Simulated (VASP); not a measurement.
Output of a VASP run:

File OSZICAR:
```
       N       E                     dE             d eps       ncg     rms          rms(c)
DAV:   1     0.852513539470E+02    0.85251E+02   -0.10990E+04  3152   0.200E+03
DAV:   2    -0.962929365392E-01   -0.85348E+02   -0.84291E+02  3184   0.275E+02
DAV:   3    -0.240794483047E+01   -0.23117E+01   -0.23090E+01  3912   0.562E+01
DAV:   4    -0.241410355830E+01   -0.61587E-02   -0.61585E-02  3632   0.295E+00
DAV:   5    -0.241411255895E+01   -0.90006E-05   -0.90007E-05  2848   0.942E-02    0.404E+00
DAV:   6    -0.221747544944E+01    0.19664E+00   -0.97156E-01  3168   0.219E+01    0.303E+00
DAV:   7    -0.220828115973E+01    0.91943E-02   -0.29317E-02  3888   0.318E+00    0.156E+00
DAV:   8    -0.220369736325E+01    0.45838E-02   -0.14837E-03  2472   0.700E-01    0.450E-02
DAV:   9    -0.220371935416E+01   -0.21991E-04   -0.41525E-04  1720   0.279E-01
   1 F= -.22037194E+01 E0= -.22035206E+01  d E =-.596255E-03
```

File OUTCAR:
```
------------------------ aborting loop because EDIFF is reached ----------------------------------------
  FORCE on cell =-STRESS in cart. coord.  units (eV):
  Direction    XX          YY          ZZ          XY          YZ          ZX
  --------------------------------------------------------------------------------------
  Total        0.1374821      0.1374822     -0.3133756      0.0000000      0.0000000      0.0000000
  in kB        7.2620241      7.2620268    -16.5529948      0.0000000      0.0000000      0.0000000
  external PRESSURE =      -0.6763146 kB  Pullay stress =       0.0000000 kB
  volume of cell :       30.33
      direct lattice vectors                 reciprocal lattice vectors
     1.330000000 -2.303628000  0.000000000     0.375939850 -0.217048933  0.000000000
     1.330000000  2.303628000  0.000000000     0.375939850  0.217048933  0.000000000
     0.000000000  0.000000000  4.950000000     0.000000000  0.000000000  0.202020202
 POSITION                                       TOTAL-FORCE (eV/Angst)
 -----------------------------------------------------------------------------------
      1.33000      0.76788      1.23750        -0.000000      0.000000      0.000000
      1.33000     -0.76788      3.71250         0.000000     -0.000000      0.000000
 -----------------------------------------------------------------------------------
    total drift:                                0.000000      0.000072      0.000003
  FREE ENERGIE OF THE ION-ELECTRON SYSTEM (eV)
  ---------------------------------------------------
  free  energy   TOTEN  =        -2.2037193542 eV

  energy  without entropy=       -2.2031230991  energy(sigma->0) =       -2.20352060
```
(Selected blocks of OUTCAR.)

**POSCAR**
```
Zn
1
    1.3300000000    -2.3036280000     0.0000000000
    1.3300000000     2.3036280000     0.0000000000
    0.0000000000     0.0000000000     4.9500000000
Zn
2
Direct
  0.3333330000   0.6666670000   0.2500000000
  0.6666670000   0.3333330000   0.7500000000
```

Write an INCAR and KPOINTS that could have produced this output.

One answer among several that fit: the input of the run itself, PBE GGA, plane waves, VASP's PBE PAW potentials (set 64).

### INCAR
```
SYSTEM  =  Zn
PREC  =  Accurate; ENCUT  =  400; LREAL  =  F
LASPH  =  T
EDIFF  =  1E-3; NELM  =  100; ALGO  =  Normal
LMAXMIX  =  4
ISMEAR  =  1; SIGMA  =  0.1
GGA  =  PE
ISIF  =  2
LWAVE  =  F; LCHARG  =  F
```

### KPOINTS
```
Automatic mesh
0
Gamma
14 14 7
0 0 0
```

POTCAR, in this order: Zn (PBE.64 set). Program: vasp_std.

The compound is Zn in the hcp structure. The cell was not relaxed at this level. The run is one of a series of settings (EDIFF = 1E-3 against the base run), some of them coarse on purpose.
